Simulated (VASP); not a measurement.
Input of a VASP 6.6.1 run:

Contents of INCAR:

```
  ALGO = Normal
  EDIFF = 1E-7
  EDIFFG = -0.005
  ENCUT = 520
  GGA = PE
  IBRION = 2
  ISIF = 3
  ISMEAR = 0
  KPAR = 8
  LASPH = True
  LCHARG = False
  LREAL = False
  LWAVE = False
  NELM = 120
  NSW = 60
  POTIM = 0.3
  PREC = Accurate
  SIGMA = 0.1
```

The input KPOINTS:

```
k-points
0
Gamma
  8 8 4
```

The input POSCAR:

```
Sb2Te4O                                 
1.0
    3.2818607422     -3.2078716011      0.0341584207
    3.2818607422      3.2078716011      0.0341584207
   -3.1649997564      0.0000000000      9.0742406217
  Sb              Te              O             
     2     4     1
Direct
     0.5638116314385053    0.5638116314385053    0.2902662311951178
     0.4361883685614946    0.4361883685614946    0.7097337688048824
     0.5000000000000000    0.0000000000000000    0.0000000000000000
     0.8249721087249268    0.8249721087249268    0.6220225906809564
     0.0000000000000000    0.5000000000000000    0.0000000000000000
     0.1750278912750731    0.1750278912750731    0.3779774093190434
     0.0000000000000000    0.0000000000000000    0.0000000000000000
```

Potentials or basis: VASP PAW PBE potentials, release 64 (Sb, Te, O).

Command:

```sh
$ cat potpaw_PBE.64/Sb/POTCAR potpaw_PBE.64/Te/POTCAR potpaw_PBE.64/O/POTCAR > POTCAR
$ mpirun -np 8 vasp_std > vasp.out
```

(1) What does it give for the band gap on the k mesh?

(2) What does it give for the relaxed volume?

## Answers

(1) none (metal or under the smearing width).

(2) 27.41 Å³/atom.
